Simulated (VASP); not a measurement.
Data:

```
As
1.0
    3.73146    -1.90993    -0.00232
    3.73146     1.90993    -0.00232
    2.75582     0.00000     3.15864
As
2
Direct
  0.22706   0.22706   0.22706
  0.77294   0.77294   0.77294
```

Calculation: PBE GGA, VASP's PBE PAW potentials (set 64) (plane waves; VASP 6.6.1). Settings: 520 eV cut-off, Gaussian smearing of 0.050 eV, potentials As.

Question: Predict the band gap (along the path) with the smallest direct gap where there is one.

Answer: 
```json
{
  "band gap (along the path)": "none (metal, semimetal or under 0.01 eV)"
}
```

The absolute energy has meaning only against runs of the same code, potentials and settings.

The compound is As in the a7 structure. It was relaxed first.
